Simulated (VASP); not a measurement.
The system is MoS2.

```
Mo S
1.0
     3.16100    0.00000    0.00000
    -1.58050    2.73751    0.00000
     0.00000    0.00000   12.29500
Mo S
2 4
Direct
  0.33333 0.66667 0.25000
  0.66667 0.33333 0.75000
  0.66667 0.33333 0.37729
  0.66667 0.33333 0.12271
  0.33333 0.66667 0.87729
  0.33333 0.66667 0.62271
```

The cell was built by a generator and needn't be a form met in nature.

Base run:

| Item | Value |
| --- | --- |
| Program | VASP 6.6.1 |
| Functional | SCAN |
| Dispersion | rVV10 |
| Potentials or basis | VASP PAW PBE potentials, release 64 (Mo_sv, S) |
| Cutoff | 520 eV |
| k mesh | 8 × 8 × 2 |
| Occupations | fermi-dirac, width 0.05 eV |
| Spin | no spin polarisation |

Its results: band gap on the k mesh 1.09 eV, indirect (least direct gap 2.09 eV); pressure -0.2 GPa; largest force 0.191 eV/Å.

Question: The run is repeated on the same cell with these changes: functional from SCAN to optB88-vdW; dispersion from rVV10 to none. What comes out?

Answer: Band gap on the k mesh 0.97 eV, indirect (least direct gap 1.95 eV); pressure 3.5 GPa; largest force 0.247 eV/Å.

Several settings changed at once, so the effect can't be laid on one alone.

Caveats: the PAW data sets were made with another functional, which shifts forces and pressure a little.

A k mesh can miss the band edges.
